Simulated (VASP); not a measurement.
CoGe23 (a cell with a defect): single point with PBEsol+U

The system is CoGe23 (a cell with a defect).

```
CELL_PARAMETERS angstrom
0.00000 8.48631 8.48631
5.65754 0.00000 5.65754
5.65754 5.65754 0.00000
ATOMIC_POSITIONS crystal
Co 0.99902 0.00092 0.00160
Ge 0.00172 0.99985 0.49924
Ge 0.00046 0.50017 0.99969
Ge 0.00067 0.49768 0.49877
Ge 0.33085 0.99935 0.00117
Ge 0.33086 0.00351 0.49978
Ge 0.33024 0.49971 0.00050
Ge 0.33159 0.50151 0.50099
Ge 0.66784 0.00272 0.99872
Ge 0.66647 0.00052 0.49739
Ge 0.66548 0.49622 0.00264
Ge 0.66710 0.50088 0.49833
Ge 0.07936 0.12210 0.12117
Ge 0.08081 0.11883 0.64023
Ge 0.08011 0.63931 0.11970
Ge 0.08122 0.62534 0.62532
Ge 0.41714 0.12379 0.12371
Ge 0.41659 0.12571 0.62557
Ge 0.41556 0.62358 0.12532
Ge 0.41725 0.62722 0.62411
Ge 0.76007 0.11961 0.12094
Ge 0.75125 0.12465 0.62308
Ge 0.74995 0.62710 0.12191
Ge 0.75063 0.62458 0.62675
```

```yaml
Program: VASP 6.6.1
Task: single point
Functional: PBEsol
Potentials_or_basis: VASP PAW PBE potentials, release 64 (Co, Ge_d)
Cutoff: 350 eV
k_mesh: 2 × 2 × 2
Occupations: gaussian, width 0.03 eV
Spin: collinear spin, ferromagnetic start
Starting_moments: "[5.0, 0.0, 0.0, 0.0, 0.0, 0.0, 0.0, 0.0, 0.0, 0.0, 0.0, 0.0, 0.0, 0.0, 0.0, 0.0, 0.0, 0.0, 0.0, 0.0, 0.0, 0.0, 0.0, 0.0] μB"
Fixed_moment: 5 μB
Hubbard_terms: Co d U = 4 eV
```

```
Largest force                                         : 0.418 eV/Å
Net moment                                            : 5.00 μB per cell
Site moments                                          : Co +2.25; Ge +0.07, +0.06, +0.08, +0.09 μB
Valence electrons inside the program's atomic spheres : Co 8.13; Ge 12.39, 12.40, 12.41
```

Forces on the atoms (eV/Å):
```
Co   0.015  0.057  0.033
Ge   0.077 -0.095  0.212
Ge   0.078  0.217 -0.088
Ge  -0.418  0.000  0.011
Ge   0.238 -0.036 -0.022
Ge  -0.057 -0.083  0.063
Ge  -0.029  0.078 -0.081
Ge  -0.013  0.035  0.032
Ge   0.170 -0.017 -0.049
Ge  -0.003 -0.086  0.059
Ge  -0.018  0.052 -0.080
Ge  -0.026  0.035  0.037
Ge   0.026  0.099  0.089
Ge   0.008 -0.138  0.006
Ge   0.017 -0.006 -0.120
Ge   0.036  0.000  0.005
Ge  -0.092  0.052  0.061
Ge  -0.075  0.045 -0.093
Ge  -0.061 -0.089  0.069
Ge   0.102 -0.020 -0.043
Ge   0.024 -0.102 -0.076
Ge  -0.032  0.094 -0.076
Ge  -0.037 -0.042  0.081
Ge   0.071 -0.050 -0.032
```

Eigenvalues of the final occupation matrices:
| site | spin | trace | eigenvalues |
| --- | --- | --- | --- |
| site 1 d | 1 | 4.67 | 0.93 0.93 0.94 0.94 0.94 |
| site 1 d | 2 | 2.56 | 0.03 0.30 0.49 0.84 0.90 |

It took 11 min on 4 MPI ranks on Intel(R) Xeon(R) 6975P-C (Granite Rapids) (shared host), peak memory 0.61 GiB a rank.

Caveat: the k mesh is coarse (spacing up to 0.48 Å⁻¹), so the values aren't converged; the PAW data sets were made with another functional, which shifts forces and pressure a little; the total moment is fixed, so each spin has its own Fermi level; the U is typed as a test and isn't derived for this compound. The state reached can hang on the start; a lower one may exist.
